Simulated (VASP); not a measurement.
# Mg3CdSe2O2 (P-4m2) in VASP: a series of runs

Runs on Mg3CdSe2O2. Level: PBE. Tasks: single point, relaxation of cell and atoms.

Program: VASP 6.6.1. These are calculated values, not measurements. Logs are shortened: lines on timing, memory, paths and dates and some standing lists are left out, and cuts for length are marked.

### Step 1. The structure

It takes space group P-4m2 (No. 115, tetragonal). Conventional cell: a = 3.889 Å, b = 3.889 Å, c = 9.810 Å, α = 90.00°, β = 90.00°, γ = 90.00°. Mg (site symmetry -4m2) is surrounded by 4 O at 2.04 Å. Mg (site symmetry 2mm) is surrounded by 2 O at 2.14 Å. Cd (site symmetry -4m2) is surrounded by 4 Se at 2.63 Å. Around Se (site symmetry 2mm) lie 2 Mg at 2.54 Å and 2 Cd at 2.63 Å. Around O (site symmetry 2mm) lie 4 Mg at 2.04 to 2.14 Å.

The cell was built by a generator and needn't be a form met in nature.

### Step 2. Single point, PBE

INCAR

```
SYSTEM = Mg3CdSe2O2
  PREC = Normal
  ENCUT = 520
  EDIFF = 1E-5
  ISMEAR = 0
  SIGMA = 0.05
  LREAL = Auto
  LASPH = .True.
  NELM = 80
  ALGO = Fast
  ISIF = 2
  LWAVE = .False.
  LCHARG = .False.
  GGA = PE
```

KPOINTS

```
Automatic mesh
0
Gamma
  5 5 2
  0 0 0
```

POSCAR

```
Mg3CdSe2O2
1.0
    3.8888500000      0.0000000000      0.0000000000
    0.0000000000      3.8888500000      0.0000000000
    0.0000000000      0.0000000000      9.8099500000
Mg Cd Se O
3 1 2 2
Direct
    0.0000000000      0.0000000000      0.5000000000
    0.5000000000      0.5000000000      0.3480200000
    0.5000000000      0.5000000000      0.6519800000
    0.0000000000      0.0000000000      0.0000000000
    0.5000000000      0.0000000000      0.1806570000
    0.0000000000      0.5000000000      0.8193430000
    0.5000000000      0.0000000000      0.5618630000
    0.0000000000      0.5000000000      0.4381370000
```

Potentials or basis: VASP PAW PBE potentials, release 64 (Mg, Cd, Se, O).

The run is started by

```
$ cat potpaw_PBE.64/Mg/POTCAR potpaw_PBE.64/Cd/POTCAR potpaw_PBE.64/Se/POTCAR potpaw_PBE.64/O/POTCAR > POTCAR
$ mpirun -np 1 vasp_std > vasp.out
```

OUTCAR:

```text
SYSTEM = Mg3CdSe2O2
   PREC = Normal
   ENCUT = 520
   EDIFF = 1E-5
   ISMEAR = 0
   LREAL = Auto
   LASPH = .True.
   NELM = 80
   ISIF = 2
   GGA = PE

 ion  position               nearest neighbor table
   1  0.000  0.000  0.500-   7 2.04   8 2.04   8 2.04   7 2.04   2 3.13   3 3.13   2 3.13   2 3.13
                             3 3.13   3 3.13   2 3.13   3 3.13
   2  0.500  0.500  0.348-   8 2.14   8 2.14   5 2.54   5 2.54   3 2.98   1 3.13   1 3.13   1 3.13
                             1 3.13
   3  0.500  0.500  0.652-   7 2.14   7 2.14   6 2.54   6 2.54   2 2.98   1 3.13   1 3.13   1 3.13
                             1 3.13
   4  0.000  0.000  0.000-   5 2.63   6 2.63   6 2.63   5 2.63
   5  0.500  0.000  0.181-   2 2.54   2 2.54   4 2.63   4 2.63
   6  0.000  0.500  0.819-   3 2.54   3 2.54   4 2.63   4 2.63
   7  0.500  0.000  0.562-   1 2.04   1 2.04   3 2.14   3 2.14
   8  0.000  0.500  0.438-   1 2.04   1 2.04   2 2.14   2 2.14

  LATTYP: Found a simple tetragonal cell.
 ALAT       =     3.8888500000
 C/A-ratio  =     2.5225837973

  Lattice vectors:

 A1 = (   3.8888500000,   0.0000000000,   0.0000000000)
 A2 = (   0.0000000000,   3.8888500000,   0.0000000000)
 A3 = (   0.0000000000,   0.0000000000,   9.8099500000)

Analysis of symmetry for initial positions (statically):
=====================================================================
 Subroutine PRICEL returns:
 Original cell was already a primitive cell.

 Routine SETGRP: Setting up the symmetry group for a
 simple tetragonal supercell.

 Subroutine GETGRP returns: Found  8 space group operations
 (whereof  8 operations were pure point group operations)
 out of a pool of 16 trial point group operations.

The static configuration has the point symmetry D_2d.

Analysis of symmetry for dynamics (positions and initial velocities):
=====================================================================
 Subroutine PRICEL returns:
 Original cell was already a primitive cell.

 Routine SETGRP: Setting up the symmetry group for a
 simple tetragonal supercell.

 Subroutine GETGRP returns: Found  8 space group operations
 (whereof  8 operations were pure point group operations)
 out of a pool of 16 trial point group operations.

The dynamic configuration has the point symmetry D_2d.

 Subroutine INISYM returns: Found  8 space group operations
 (whereof  8 operations are pure point group operations),
 and found     1 'primitive' translations

[... 101 lines left out ...]
   POTIM  = 0.5000    time-step for ionic-motion
   TEBEG  =    0.0;   TEEND  =   0.0 temperature during run
   PSTRESS=    0.0 pullay stress
   NELECT =      42.0000    total number of electrons
   NUPDOWN=      -1.0000    fix difference up-down
   EMIN   =  10.00;   EMAX   =-10.00  energy-range for DOS
   EFERMI =   0.00;   METHOD = LEGACY
   ISMEAR =     0;   SIGMA  =   0.05  broadening in eV -4-tet -1-fermi 0-gaus
   EFERMI_NEDOS =   21; number of points for ismear=-14 and -15
   IALGO  =     68    algorithm
   IMIX   =      4    mixing-type and parameters
     AMIX     =   0.40;   BMIX     =  1.00
     AMIX_MAG =   1.60;   BMIX_MAG =  1.00
  volume/ion in A,a.u.               =      18.54       125.15
  Fermi-wavevector in a.u.,A,eV,Ry     =   1.074950  2.031361 15.721766  1.155517
  Thomas-Fermi vector in A             =   2.210793
   LORBIT       =      0    0 simple, 1 ext, 2 COOP (PROOUT), +10 PAW based schemes
   GGA     = PE    functional components
   LHFCALC =     F    Hartree Fock is set to
   AEXX    =    0.0000 exact exchange contribution
   IVDW    =     0    specifies the selected vdW correction
   LEPSILON=     F    determine dielectric tensor
   LRPA    =     F    only Hartree local field effects (RPA)
 non-spin polarized calculation
 RMM-DIIS sequential band-by-band and
 Gauss-broadening in eV      SIGMA  =   0.05
  energy-cutoff  :      520.00
  volume of cell :      148.36
 maximum number of plane-waves:      4022
   NGX = 15   NGY = 15   NGZ = 37

 number of electron      42.0000040 magnetization

 Free energy of the ion-electron system (eV)
  ---------------------------------------------------
  ext. energy  EPLUGINS =         0.00000000
  ---------------------------------------------------
  free energy    TOTEN  =       -35.25762670 eV

  energy without entropy =      -35.25762670  energy(sigma->0) =      -35.25762670

 E-fermi :   2.3236     XC(G=0):  -9.2333

 val. band max:        2.0695835386   @ k =   0.4000   0.0000   0.5000
 cond. band min:       3.1608118622   @ k =   0.0000   0.0000   0.0000
 fundamental gap:      1.0912283236
 Fermi energy:         2.3235779231

 k-point     1 :       0.0000    0.0000    0.0000
  band No.  band energies     occupation
      1     -15.6621      2.00000
      2     -14.8652      2.00000
      3     -10.2509      2.00000
      4     -10.0273      2.00000
      5      -5.7474      2.00000
      6      -5.7054      2.00000
[... 337 lines left out ...]
     25       7.0363      0.00000
     26       7.1965      0.00000

------------------------ aborting loop because EDIFF is reached ----------------------------------------

  FORCE on cell =-STRESS in cart. coord.  units (eV):
  Direction    XX          YY          ZZ          XY          YZ          ZX
  --------------------------------------------------------------------------------------
  -------------------------------------------------------------------------------------
  Total        0.0620355      0.0620355      0.0091478      0.0000000      0.0000000      0.0000000
  in kB        0.6699493      0.6699493      0.0987908      0.0000000      0.0000000      0.0000000
  external PRESSURE =       0.4795632 kB  Pullay stress =       0.0000000 kB

 VOLUME and BASIS-vectors are now :
 -----------------------------------------------------------------------------
  energy-cutoff  :      520.00
  volume of cell :      148.36
      direct lattice vectors                 reciprocal lattice vectors
     3.888850000  0.000000000  0.000000000     0.257145429  0.000000000  0.000000000
     0.000000000  3.888850000  0.000000000     0.000000000  0.257145429  0.000000000
     0.000000000  0.000000000  9.809950000     0.000000000  0.000000000  0.101937319

 POSITION                                       TOTAL-FORCE (eV/Angst)
 -----------------------------------------------------------------------------------
      0.00000      0.00000      4.90498        -0.000000     -0.000000      0.000000
      1.94443      1.94443      3.41406        -0.000000     -0.000000     -0.005584
      1.94443      1.94443      6.39589        -0.000000      0.000000      0.005584
      0.00000      0.00000      0.00000        -0.000000     -0.000000      0.000000
      1.94443      0.00000      1.77224         0.000000     -0.000000      0.001798
      0.00000      1.94443      8.03771        -0.000000     -0.000000     -0.001798
      1.94443      0.00000      5.51185        -0.000000     -0.000000      0.011066
      0.00000      1.94443      4.29810        -0.000000     -0.000000     -0.011066
 -----------------------------------------------------------------------------------
    total drift:                                0.000000      0.000000      0.000000

  FREE ENERGIE OF THE ION-ELECTRON SYSTEM (eV)
  ---------------------------------------------------
  free  energy   TOTEN  =       -35.2576267038 eV

  energy  without entropy=      -35.2576267038  energy(sigma->0) =      -35.25762670
```

Wall time 20 s (1 thread of Intel Xeon Platinum 8375C at 2.90GHz (Ice Lake), shared host); peak memory 0.19 GiB.

Results:

```
Free energy            : -35.2576 eV
Pressure               : 0.0 GPa
Largest force          : 0.011 eV/Å
Band gap on the k mesh : 1.09 eV, indirect (least direct gap 1.16 eV)
```

Forces in eV/Å, atoms in the order of the input:
```
Mg   0.000  0.000  0.000
Mg   0.000  0.000 -0.006
Mg   0.000  0.000  0.006
Cd   0.000  0.000  0.000
Se   0.000  0.000  0.002
Se   0.000  0.000 -0.002
O    0.000  0.000  0.011
O    0.000  0.000 -0.011
```

Levels at points of the mesh, in eV from the valence-band top:
| k point | band 19 | band 20 | band 21 | band 22 | band 23 | band 24 |
| --- | --- | --- | --- | --- | --- | --- |
| (0.00, 0.00, 0.00) | -0.82 | -0.07 | -0.07 | 1.09 | 4.12 | 4.23 |
| (0.00, 0.00, 0.50) | -0.82 | -0.06 | -0.06 | 2.53 | 2.69 | 4.44 |

Caveat: an odd mesh through Γ misses points on the zone boundary, where band edges often lie.

### Step 3. Relaxation of cell and atoms, PBE

This run uses another cell than the first one, of the same volume but with other edges.

Changes to INCAR since step 2:

```diff
@@ -10,3 +10,3 @@
   ALGO = Fast
-  ISIF = 2
+  ISIF = 3
   LWAVE = .False.
@@ -14 +14,5 @@
   GGA = PE
+  IBRION = 2
+  NSW = 110
+  EDIFFG = -0.03
+  ISYM = 0
```

KPOINTS is that of step 2.

POSCAR

```
Mg3CdSe2O2
1.0
    3.9740248400      0.0232924800     -0.0626810300
    0.0232924800      3.8250095300      0.0336391400
   -0.1581181400      0.0848575400      9.7531820600
Mg Cd Se O
3 1 2 2
Direct
    0.0063955500      0.9746840700      0.5066781700
    0.5055681400      0.4617317700      0.3515479400
    0.5278319500      0.4930841700      0.6381139200
    0.0039880600      0.9946119600      0.0204355900
    0.4937966800      0.0048769500      0.1908175000
    0.9684753100      0.4758633000      0.7999440400
    0.4716764000      0.0202155500      0.5667508100
    0.9830644600      0.5564767400      0.4365145400
```

Potentials or basis: VASP PAW PBE potentials, release 64 (Mg, Cd, Se, O).

The run is started by

```
$ cat potpaw_PBE.64/Mg/POTCAR potpaw_PBE.64/Cd/POTCAR potpaw_PBE.64/Se/POTCAR potpaw_PBE.64/O/POTCAR > POTCAR
$ mpirun -np 1 vasp_std > vasp.out
```

Run time: 5.9 min. Hardware: 1 thread of Intel Xeon Platinum 8375C at 2.90GHz (Ice Lake), shared host; peak memory 0.22 GiB.

Results (log left out):

```yaml
Free_energy: -35.2562 eV
Relaxed_volume: 18.54 Å³/atom
Relaxed_cell: a = 3.887 Å, b = 3.890 Å, c = 9.812 Å, α = 90.18°, β = 90.09°, γ = 89.99°
Space_group_after_relaxing_to_0.05_Å: Pm (No. 6)
Energy_gained_by_relaxing: 180.3 meV/atom
Ionic_steps: 19
Pressure_after_relaxing: 0.0 GPa
Largest_force_after_relaxing: 0.023 eV/Å
Band_gap_on_the_k_mesh: 1.09 eV, indirect (least direct gap 1.16 eV)
```

Forces on the atoms (eV/Å):
```
Mg   0.009  0.002  0.006
Mg   0.005  0.002 -0.003
Mg   0.004 -0.019  0.012
Cd  -0.006 -0.002 -0.008
Se  -0.004  0.014  0.006
Se  -0.002  0.015 -0.011
O   -0.007 -0.012  0.000
O   -0.001 -0.001  0.000
```

Step by step:
```tsv
step	energy change (eV)	largest force (eV/Å)	pressure (GPa)	volume (Å³)
1	0.0000	4.3255	3.64	148.20
2	-1.0064	0.9916	-3.44	157.21
3	-1.0377	1.0614	-2.86	155.24
4	-1.2643	0.5907	-0.13	148.68
5	-1.2890	0.6175	1.30	145.84
6	-1.3882	0.3425	0.77	146.60
7	-1.4049	0.3096	0.61	147.06
8	-1.4224	0.1772	-0.34	148.91
9	-1.4224	0.1768	-0.38	149.04
10	-1.4291	0.1188	0.00	148.33
11	-1.4312	0.1249	0.27	147.79
12	-1.4366	0.0673	-0.02	148.23
13	-1.4377	0.1323	-0.31	148.90
14	-1.4383	0.0973	-0.20	148.65
15	-1.4412	0.0633	0.05	148.26
16	-1.4413	0.0569	0.08	148.17
17	-1.4420	0.0357	-0.04	148.46
18	-1.4420	0.0364	-0.06	148.45
19	-1.4422	0.0230	0.01	148.33
```

Final structure:
```
Mg Cd Se O
1.0
     3.88655   -0.00134   -0.00137
     0.00210    3.88967   -0.00562
    -0.01152   -0.01596    9.81184
Mg Cd Se O
3 1 2 2
Direct
  0.99479 0.00013 0.50110
  0.49441 0.49733 0.34918
  0.49446 0.50249 0.65347
  0.99559 0.99320 0.00147
  0.49573 0.99540 0.18199
  0.99511 0.49265 0.82102
  0.49533 0.00078 0.56335
  0.99537 0.49955 0.43921
```

Levels at points of the mesh, in eV from the valence-band top:
| k point | band 18 | band 19 | band 20 | band 21 | band 22 | band 23 | band 24 | band 25 |
| --- | --- | --- | --- | --- | --- | --- | --- | --- |
| (0.00, 0.00, 0.00) | -0.82 | -0.81 | -0.07 | -0.07 | 1.09 | 4.12 | 4.23 | 5.15 |
| (0.00, 0.00, 0.50) | -0.82 | -0.81 | -0.06 | -0.06 | 2.53 | 2.69 | 4.44 | 5.03 |

Caveat: an odd mesh through Γ misses points on the zone boundary, where band edges often lie.
